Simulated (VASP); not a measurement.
# CsHgSe3 (P1) in VASP: density of states with PBE

Aim: the density of states of CsHgSe3 with PBE.

Program: VASP 6.6.1. These are calculated values, not measurements. Logs are shortened: lines on timing, memory, paths and dates and some standing lists are left out, and cuts for length are marked.

### Step 1. The crystal as given

The typed cell holds 5 atoms: a = 5.062 Å, b = 5.194 Å, c = 5.213 Å, α = 90.07°, β = 89.54°, γ = 90.46°.

The cell was built by a generator and needn't be a form met in nature.

### Step 2. Density of states, PBE

POSCAR

```
CsHgSe3
1.0
    5.0618930000     -0.0205820000      0.0205910000
   -0.0205820000      5.1940840000     -0.0030610000
    0.0205910000     -0.0030610000      5.2130560000
Cs Hg Se
1 1 3
Direct
    0.0122770000      0.0177810000      0.0195680000
    0.4915900000      0.5011390000      0.5008180000
    0.9884240000      0.5045270000      0.5011760000
    0.5140720000      0.9976690000      0.4991290000
    0.4900420000      0.5061540000      0.0014990000
```

INCAR.step1

```
SYSTEM = CsHgSe3
  PREC = Accurate
  ENCUT = 520
  EDIFF = 1E-7
  ISMEAR = -1
  SIGMA = 0.1
  LREAL = .FALSE.
  LASPH = .TRUE.
  NELM = 100
  ALGO = Fast
  ISIF = 2
  LWAVE = .FALSE.
  LCHARG = .TRUE.
  GGA = PE
  NBANDS = 28
```

KPOINTS.step1

```
Automatic mesh
0
Gamma
  4 4 4
  0.5 0 0
```

INCAR.step2

```
SYSTEM = CsHgSe3
  PREC = Accurate
  ENCUT = 520
  EDIFF = 1E-7
  ISMEAR = -5
  SIGMA = 0.1
  LREAL = .FALSE.
  LASPH = .TRUE.
  NELM = 100
  ALGO = Fast
  ISIF = 2
  LWAVE = .FALSE.
  LCHARG = .FALSE.
  GGA = PE
  LORBIT = 11
  NEDOS = 1001
  ICHARG = 11
```

KPOINTS.step2

```
Automatic mesh
0
G
  6 6 6
  0 0 0
```

Potentials or basis: VASP PAW PBE potentials, release 64 (Cs_sv, Hg, Se).

Launch:

```console
$ cat potpaw_PBE.64/Cs_sv/POTCAR potpaw_PBE.64/Hg/POTCAR potpaw_PBE.64/Se/POTCAR > POTCAR
$ cp INCAR.step1 INCAR
$ cp KPOINTS.step1 KPOINTS
$ mpirun -np 1 vasp_std > vasp.out
$ cp INCAR.step2 INCAR
$ cp KPOINTS.step2 KPOINTS
$ mpirun -np 1 vasp_std > vasp.out
```

OUTCAR:

```text
SYSTEM = CsHgSe3
   PREC = Accurate
   ENCUT = 520
   EDIFF = 1E-7
   ISMEAR = -5
   LREAL = .FALSE.
   LASPH = .TRUE.
   NELM = 100
   ISIF = 2
   GGA = PE
   LORBIT = 11
   ICHARG = 11

 ion  position               nearest neighbor table
   1  0.012  0.018  0.020-
   2  0.492  0.501  0.501-   3 2.51   3 2.55   4 2.58   5 2.60   5 2.61   4 2.62
   3  0.988  0.505  0.501-   2 2.51   2 2.55
   4  0.514  0.998  0.499-   2 2.58   2 2.62
   5  0.490  0.506  0.001-   2 2.60   2 2.61

  LATTYP: Found a triclinic cell.
 ALAT       =     7.2235896093
 B/A-ratio  =     0.7007564102
 C/A-ratio  =     1.0181423630
 COS(alpha) =     0.0000129718
 COS(beta)  =     0.5072220363
 COS(gamma) =     0.6949818215

  Lattice vectors:

 A1 = (  -5.0413110000,  -5.1735020000,  -0.0175300000)
 A2 = (  -5.0618930000,   0.0205820000,  -0.0205910000)
 A3 = (  -0.0000090000,  -5.1910230000,  -5.2099950000)

Analysis of symmetry for initial positions (statically):
=====================================================================
 Subroutine PRICEL returns:
 Original cell was already a primitive cell.

 Routine SETGRP: Setting up the symmetry group for a
 triclinic supercell.

 Subroutine GETGRP returns: Found  1 space group operations
 (whereof  1 operations were pure point group operations)
 out of a pool of  2 trial point group operations.

The static configuration has the point symmetry C_1 .

Analysis of symmetry for dynamics (positions and initial velocities):
=====================================================================
 Subroutine PRICEL returns:
 Original cell was already a primitive cell.

 Routine SETGRP: Setting up the symmetry group for a
 triclinic supercell.

 Subroutine GETGRP returns: Found  1 space group operations
 (whereof  1 operations were pure point group operations)
 out of a pool of  2 trial point group operations.

The dynamic configuration has the point symmetry C_1 .

 Subroutine INISYM returns: Found  1 space group operations
 (whereof  1 operations are pure point group operations),
 and found     1 'primitive' translations

----------------------------------------------------------------------------------------

                                     Primitive cell

  volume of cell :     137.0567

  direct lattice vectors                    reciprocal lattice vectors
     5.061893000 -0.020582000  0.020591000     0.197560905  0.000782392 -0.000779885
    -0.020582000  5.194084000 -0.003061000     0.000782392  0.192529894  0.000109959
     0.020591000 -0.003061000  5.213056000    -0.000779885  0.000109959  0.191829206

  length of vectors
     5.061976724  5.194125681  5.213097565     0.197563993  0.192531515  0.191830823

  position of ions in fractional coordinates (direct lattice)
     0.012277000  0.017781000  0.019568000
     0.491590000  0.501139000  0.500818000
     0.988424000  0.504527000  0.501176000
     0.514072000  0.997669000  0.499129000
     0.490042000  0.506154000  0.001499000

  ion indices of the primitive-cell ions
   primitive index   ion index
                 1           1
                 2           2
                 3           3
                 4           4
                 5           5

----------------------------------------------------------------------------------------

 KPOINTS: Automatic mesh

Automatic generation of k-mesh.
 Grid dimensions read from file:
 generate k-points for:    6    6    6

 Generating k-lattice:

  Cartesian coordinates                     Fractional coordinates (reciprocal lattice)
     0.032926817  0.000130399 -0.000129981     0.166666667 -0.000000000  0.000000000
     0.000130399  0.032088316  0.000018327     0.000000000  0.166666667  0.000000000
    -0.000129981  0.000018327  0.031971534     0.000000000 -0.000000000  0.166666667

  Length of vectors
     0.032927332  0.032088586  0.031971804

  Shift w.r.t. Gamma in fractional coordinates (k-lattice)
     0.000000000  0.000000000  0.000000000

 TETIRR: Found    648 inequivalent tetrahedra from     1296

 Subroutine IBZKPT returns following result:
 ===========================================

 Found    112 irreducible k-points:

 Following reciprocal coordinates:
            Coordinates               Weight
  0.000000  0.000000  0.000000      1.000000
  0.166667 -0.000000 -0.000000      2.000000
  0.333333 -0.000000 -0.000000      2.000000
  0.500000 -0.000000  0.000000      1.000000
 -0.000000  0.166667  0.000000      2.000000
  0.166667  0.166667 -0.000000      2.000000
[... 16 lines left out ...]
  0.333333 -0.000000  0.166667      2.000000
  0.500000 -0.000000  0.166667      2.000000
 [... further k-points ...]
   k-points           NKPTS =    112   k-points in BZ     NKDIM =    112   number of bands    NBANDS=     23
   number of dos      NEDOS =   1001   number of ions     NIONS =      5
   total plane-waves  NPLWV =  64000
   dimension x,y,z NGX =    40 NGY =   40 NGZ =   40
   dimension x,y,z NGXF=    80 NGYF=   80 NGZF=   80
   ions per type =               1   1   3
   NGX,Y,Z   is equivalent  to a cutoff of  13.14, 12.80, 12.76 a.u.
   NGXF,Y,Z  is equivalent  to a cutoff of  26.27, 25.61, 25.51 a.u.
 SYSTEM =  CsHgSe3
   PREC   = accura    normal or accurate (medium, high low for compatibility)
   ISTART =      0    job   : 0-new  1-cont  2-samecut
   ICHARG =     11    charge: 1-file 2-atom 10-const
   ISPIN  =      1    spin polarized calculation?
   LNONCOLLINEAR =      F non collinear calculations
   LSORBIT =      F    spin-orbit coupling
   LASPH  =      T    aspherical Exc in radial PAW
   ENCUT  =  520.0 eV  38.22 Ry    6.18 a.u.   9.41  9.66  9.69*2*pi/ulx,y,z
   NELM   =    100;   NELMIN=  2; NELMDL=  0     # of ELM steps
   EDIFF  = 0.1E-06   stopping-criterion for ELM
   LREAL  =      F    real-space projection
   EDIFFG = 0.1E-05   stopping-criterion for IOM
   NSW    =      0    number of steps for IOM
   IBRION =     -1    ionic relax: 0-MD 1-quasi-New 2-CG
   NFREE  =      0    steps in history (QN), initial steepest desc. (CG)
   ISIF   =      2    stress and relaxation
   ISYM   =      2    0-nonsym 1-usesym 2-fastsym
   POTIM  = 0.5000    time-step for ionic-motion
   TEBEG  =    0.0;   TEEND  =   0.0 temperature during run
   PSTRESS=    0.0 pullay stress
   NELECT =      39.0000    total number of electrons
   NUPDOWN=      -1.0000    fix difference up-down
   EMIN   =  10.00;   EMAX   =-10.00  energy-range for DOS
   EFERMI =   0.00;   METHOD = LEGACY
   ISMEAR =    -5;   SIGMA  =   0.10  broadening in eV -4-tet -1-fermi 0-gaus
   EFERMI_NEDOS =   21; number of points for ismear=-14 and -15
   IALGO  =     68    algorithm
   IMIX   =      4    mixing-type and parameters
     AMIX     =   0.40;   BMIX     =  1.00
     AMIX_MAG =   1.60;   BMIX_MAG =  1.00
  volume/ion in A,a.u.               =      27.41       184.98
  Fermi-wavevector in a.u.,A,eV,Ry     =   1.076787  2.034832 15.775538  1.159469
  Thomas-Fermi vector in A             =   2.212681
   LORBIT       =     11    0 simple, 1 ext, 2 COOP (PROOUT), +10 PAW based schemes
   GGA     = PE    functional components
   LHFCALC =     F    Hartree Fock is set to
   AEXX    =    0.0000 exact exchange contribution
   IVDW    =     0    specifies the selected vdW correction
   LEPSILON=     F    determine dielectric tensor
   LRPA    =     F    only Hartree local field effects (RPA)
 non-spin polarized calculation
 RMM-DIIS sequential band-by-band and
 Fermi weights with tetrahedron method with Bloechl corrections
  energy-cutoff  :      520.00
  volume of cell :      137.06
 maximum number of plane-waves:      3719
 NGX is ok and might be reduce to    40

 number of electron      38.9999999 magnetization

 Free energy of the ion-electron system (eV)
  ---------------------------------------------------
  ext. energy  EPLUGINS =         0.00000000
  ---------------------------------------------------
  free energy    TOTEN  =       -11.18284135 eV

  energy without entropy =      -11.18284135  energy(sigma->0) =      -11.18284135

 E-fermi :   2.2669     XC(G=0):  -9.4554

 val. band max:        2.4755149736   @ k =   0.3333   0.5000   0.5000
 cond. band min:       2.0633480723   @ k =   0.5000   0.1667   0.1667
 fundamental gap:     -0.4121669012
 Fermi energy:         2.2669324028

 k-point     1 :       0.0000    0.0000    0.0000
  band No.  band energies     occupation
      1     -17.7992      2.00000
      2     -11.1140      2.00000
      3     -10.0108      2.00000
      4      -9.8808      2.00000
      5      -5.0621      2.00000
      6      -5.0469      2.00000
[... 15 lines left out ...]
     22       2.3556      0.00000
     23       6.6986      0.00000

 k-point     2 :       0.1667   -0.0000   -0.0000
  band No.  band energies     occupation
      1     -17.7954      2.00000
      2     -11.0219      2.00000
      3     -10.0168      2.00000
      4      -9.8726      2.00000
      5      -5.1351      2.00000
      6      -5.1222      2.00000
[... 15 lines left out ...]
     22       3.0252      0.00000
     23       7.0241      0.00000

 k-point     3 :       0.3333   -0.0000   -0.0000
  band No.  band energies     occupation
      1     -17.7880      2.00000
      2     -10.8294      2.00000
      3     -10.0050      2.00000
      4      -9.8537      2.00000
      5      -5.7650      2.00000
      6      -5.2288      2.00000
[... 15 lines left out ...]
     22       5.0781      0.00000
     23       7.9297      0.00000
[... 495 lines left out ...]
 k-point    23 :       0.3333   -0.0000    0.1667
  band No.  band energies     occupation
      1     -17.7857      2.00000
      2     -10.7543      2.00000
      3      -9.9994      2.00000
      4      -9.8442      2.00000
      5      -5.7726      2.00000
      6      -5.2272      2.00000
[... 15 lines left out ...]
     22       5.1976      0.00000
     23       8.0925      0.00000

 k-point    24 :       0.5000   -0.0000    0.1667
  band No.  band energies     occupation
      1     -17.7821      2.00000
      2     -10.6432      2.00000
      3      -9.9814      2.00000
      4      -9.8327      2.00000
      5      -6.1885      2.00000
      6      -5.2610      2.00000
[... 15 lines left out ...]
     22       7.0334      0.00000
     23       8.5508      0.00000

 [... further k-points ...]

------------------------ aborting loop because EDIFF is reached ----------------------------------------

  FORCE on cell =-STRESS in cart. coord.  units (eV):
  Direction    XX          YY          ZZ          XY          YZ          ZX
  --------------------------------------------------------------------------------------
  -------------------------------------------------------------------------------------
  Total        8.9005709      6.0317744      5.6127205     -0.0594475     -0.0353705      0.1158875
  in kB      104.0466844     70.5107718     65.6120783     -0.6949352     -0.4134773      1.3547120
  external PRESSURE =      80.0565115 kB  Pullay stress =       0.0000000 kB

 VOLUME and BASIS-vectors are now :
 -----------------------------------------------------------------------------
  energy-cutoff  :      520.00
  volume of cell :      137.06
      direct lattice vectors                 reciprocal lattice vectors
     5.061893000 -0.020582000  0.020591000     0.197560905  0.000782392 -0.000779885
    -0.020582000  5.194084000 -0.003061000     0.000782392  0.192529894  0.000109959
     0.020591000 -0.003061000  5.213056000    -0.000779885  0.000109959  0.191829206

 POSITION                                       TOTAL-FORCE (eV/Angst)
 -----------------------------------------------------------------------------------
      0.06218      0.09204      0.10221        -0.142482     -0.175274     -0.262147
      2.48837      2.59131      2.61938        -0.432938     -0.303706      0.049420
      5.00323      2.59868      2.63147         0.226082      0.110231      0.115271
      2.59192      5.16987      2.60952         0.191287      0.217552      0.137520
      2.47015      2.61892      0.01636         0.158051      0.151197     -0.040064
 -----------------------------------------------------------------------------------
    total drift:                                0.000877     -0.000414     -0.000244

  FREE ENERGIE OF THE ION-ELECTRON SYSTEM (eV)
  ---------------------------------------------------
  free  energy   TOTEN  =       -11.1828413531 eV

  energy  without entropy=      -11.1828413531  energy(sigma->0) =      -11.18284135

 total charge

# of ion       s       p       d       tot
------------------------------------------
    1        1.837   4.696   0.058   6.592
    2        0.775   0.545   9.318  10.639
    3        1.495   2.262   0.032   3.788
    4        1.495   2.241   0.026   3.763
    5        1.495   2.243   0.026   3.763
--------------------------------------------------
tot          7.097  11.987   9.460  28.544
```

It took 3.2 min on 1 thread of AMD EPYC 9R14 (Zen 4), shared host; peak memory 0.47 GiB.

Results:

- Valence electrons inside the program's atomic spheres: Cs 6.59; Hg 10.64; Se 3.79, 3.76

States per cell in windows of 0.5 eV (zero at the Fermi level; states under -8 eV left out):
```
from (eV)  total  Hg2_d  Cs1_p  Se5_p  Se4_p  Se3_p  Hg2_s
     -8.0   3.51   2.41   0.30   0.06   0.06   0.06   0.05
     -7.5   5.26   3.61   0.71   0.04   0.04   0.04   0.05
     -7.0   6.48   1.26   3.70   0.02   0.02   0.02   0.05
     -6.5   0.28   0.07   0.04   0.01   0.01   0.01   0.04
     -6.0   0.33   0.04   0.01   0.02   0.02   0.02   0.07
     -5.5   0.42   0.06   0.01   0.03   0.03   0.03   0.09
     -5.0   0.50   0.07   0.01   0.03   0.04   0.04   0.10
     -4.5   0.30   0.03   0.00   0.02   0.03   0.04   0.04
     -4.0   0.31   0.01   0.01   0.04   0.04   0.04   0.01
     -3.5   0.63   0.02   0.01   0.08   0.08   0.08   0.01
     -3.0   0.67   0.04   0.01   0.08   0.08   0.08   0.02
     -2.5   1.27   0.10   0.02   0.14   0.15   0.18   0.03
     -2.0   2.07   0.13   0.06   0.24   0.26   0.30   0.05
     -1.5   2.75   0.09   0.11   0.42   0.41   0.36   0.04
     -1.0   2.70   0.08   0.02   0.47   0.46   0.41   0.00
     -0.5   2.72   0.06   0.03   0.51   0.49   0.46   0.01
      0.0   1.82   0.07   0.02   0.34   0.34   0.33   0.01
      0.5   0.79   0.08   0.00   0.14   0.14   0.14   0.02
      1.0   0.40   0.06   0.00   0.06   0.06   0.06   0.02
      1.5   0.16   0.01   0.00   0.02   0.02   0.02   0.02
      2.0   0.13   0.00   0.00   0.01   0.01   0.01   0.03
      2.5   0.20   0.01   0.00   0.02   0.02   0.01   0.05
      3.0   0.28   0.01   0.00   0.02   0.02   0.02   0.07
      3.5   0.35   0.02   0.00   0.03   0.03   0.03   0.08
      4.0   0.39   0.02   0.00   0.03   0.03   0.03   0.09
      4.5   0.40   0.01   0.00   0.01   0.02   0.03   0.06
      5.0   0.37   0.00   0.00   0.01   0.01   0.01   0.02
      5.5   0.96   0.01   0.00   0.01   0.01   0.01   0.00
      6.0   0.70   0.00   0.00   0.01   0.01   0.01   0.00
      6.5   0.00   0.00   0.00   0.00   0.00   0.00   0.00
```

Caveat: tetrahedron occupations give inexact forces and stress in metals. Spin-orbit coupling is left out, which matters for the levels of Cs, Hg.
